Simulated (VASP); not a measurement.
Input:

```
Li2Se
1.0
    0.00000     3.03901     3.03901
    3.03901     0.00000     3.03901
    3.03901     3.03901     0.00000
Li Se
2 1
Cartesian
  1.51950   1.51950   1.51950
  4.55851   4.55851   4.55851
  3.03901   3.03901   6.07801
```

Method: r2SCAN+rVV10, VASP's PBE PAW potentials (set 64) (plane waves; VASP). Numerical set-up: 520 eV cut-off, 7×7×7 Γ-centred mesh, Gaussian smearing of 0.050 eV, potentials Li_sv Se.

Question: Give the stress tensor in GPa (positive for a compressed cell).

Answer: 
```
-1.97   0.00   0.00
 0.00  -1.97   0.00
 0.00   0.00  -1.97
```
The pressure is its mean diagonal, -1.97 GPa.

The compound is Li2Se in the antifluorite structure. This cell is one point of a volume scan, at 1.06 of the reference volume.
